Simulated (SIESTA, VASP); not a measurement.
The input files of a VASP run:

KPOINTS:
```
Automatic mesh
0
Gamma
9 9 9
0 0 0
```

POSCAR:
```
LaSi3Ru
5.8240660
 -0.3661926221   0.3661926221   0.8554564801
  0.3661926221  -0.3661926221   0.8554564801
  0.3661926221   0.3661926221  -0.8554564801
La Si Ru
1 3 1
Cartesian
 -0.0000000000   0.0000000000   1.7096982119
 -0.0000000000   0.0000000000   0.7146996708
  0.3661926221   0.0000000000   0.4459665722
  0.0000000000   0.3661926221   0.4459665722
 -0.0000000000   0.0000000000   1.1217600823
```

**INCAR**
```
ALGO = Normal
EDIFF = 1E-6
ENCUT = 300
GGA = PS
ISIF = 2
ISMEAR = 0
LASPH = .True.
LCHARG = .False.
LMAXMIX = 6
LREAL = .False.
LWAVE = .False.
NELM = 100
PREC = Accurate
SIGMA = 0.05
SYSTEM = LaSi3Ru
```

POTCAR, in this order: La Si Ru_pv (PBE.64 set). Program: vasp_std.

### Question
Translate it to SIESTA.

### Answer
One input that does it (GGA PBEsol, numerical atomic orbitals DZP, PseudoDojo PBEsol standard norm-conserving potentials (rewritten from UPF to PSML)):
```
# files in the folder: La.psml Si.psml Ru.psml (PseudoDojo PBEsol standard)
SystemName  LaSi3Ru
SystemLabel lasi3ru

NumberOfAtoms                5
NumberOfSpecies              3
%block ChemicalSpeciesLabel
  1 57 La
  2 14 Si
  3 44 Ru
%endblock ChemicalSpeciesLabel
LatticeConstant              5.824066 Ang
%block LatticeVectors
    -0.366192622    0.366192622    0.855456480
     0.366192622   -0.366192622    0.855456480
     0.366192622    0.366192622   -0.855456480
%endblock LatticeVectors
AtomicCoordinatesFormat      Fractional
%block AtomicCoordinatesAndAtomicSpecies
     0.999290000    0.999290000    0.000000000  1
     0.417730000    0.417730000    0.000000000  2
     0.260660000    0.760660000    0.500000000  2
     0.760660000    0.260660000    0.500000000  2
     0.655650000    0.655650000    0.000000000  3
%endblock AtomicCoordinatesAndAtomicSpecies

XC.functional                GGA
XC.authors                   PBEsol
PAO.BasisSize                DZP
PAO.EnergyShift              0.01 Ry
MeshCutoff                   400 Ry
%block kgrid.MonkhorstPack
    9   0   0  0.0
    0   9   0  0.0
    0   0   9  0.0
%endblock kgrid.MonkhorstPack
OccupationFunction           MP
OccupationMPOrder            0
ElectronicTemperature        0.05 eV

MaxSCFIterations             150
SCF.Mixer.Method             Pulay
SCF.Mixer.Weight             0.1
SCF.Mixer.History            6
SCF.DM.Tolerance             1.0E-04
Diag.ParallelOverK           true
WriteForces                  true
Charge.Mulliken              end
```
The two runs describe the same crystal, functional and task. Each code takes its own potentials, basis and convergence tests.

The structure comes from a computed database's LaSi3Ru entry; how it stands against other phases isn't given here. The cell was not relaxed at this level, and it may have been scaled.
